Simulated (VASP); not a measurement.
VASP runs on PbS (space group Fm-3m) share one base input (PBE GGA, plane waves, VASP's PBE PAW potentials (set 64)) and change the settings named in each case.

### POSCAR
```
PbS
1
    0.0000000000     2.9307960000     2.9307960000
    2.9307960000     0.0000000000     2.9307960000
    2.9307960000     2.9307960000     0.0000000000
Pb S
1 1
Direct
  0.0000000000   0.0000000000   0.0000000000
  0.5000000000   0.5000000000   0.5000000000
```

### INCAR
```
SYSTEM = PbS
PREC = Accurate; ENCUT = 300; LREAL = .FALSE.
LASPH = .TRUE.
EDIFF = 1E-6; NELM = 100; ALGO = Normal
LMAXMIX = 4
ISMEAR = -1; SIGMA = 0.01
GGA = PE
ISIF = 2
LWAVE = .FALSE.; LCHARG = .FALSE.
```

KPOINTS:
```
K-points
0
G
5 5 5
0 0 0
```

POTCAR, in this order: Pb_d S (PBE.64 set). Program: vasp_std.

```json
[
 {"change": "base run", "E(σ→0) (eV/atom)": "-4.3643", "pressure (GPa)": "3.80"},
 {"change": "GGA = PS", "E(σ→0) (eV/atom)": "-4.7344", "pressure (GPa)": "___"},
 {"change": "GGA_COMPAT = .FALSE., LNONCOLLINEAR = .TRUE., LSORBIT = .TRUE., MAGMOM = 0.0 0.0 0.0 0.0 0.0 0.0, program vasp_ncl", "E(σ→0) (eV/atom)": "-4.5545", "pressure (GPa)": "3.40"},
 {"change": "KPOINTS 7×7×7 Γ-centred mesh", "E(σ→0) (eV/atom)": "-4.3579", "pressure (GPa)": "3.97"}
]
```

Some entries are withheld; supply them.

- GGA = PS, pressure (GPa): 0.51

Energies of different potentials or functionals have different zeros.  Unless said otherwise, spin-orbit coupling is left out, though it shifts the bands of the heavy elements here. At 300 eV the pressure can carry a Pulay error.

Left out are runs that ran out of time, are held back, or changed the cell or the kind of run, fixed moments of cells without a moment, rows past the twelfth, gaps on odd meshes, pressures of charged cells and columns that move by less than the noise.

The structure is a typed PbS crystal. The cell was not relaxed at this level, its lattice was scaled by up to 2.5 %.
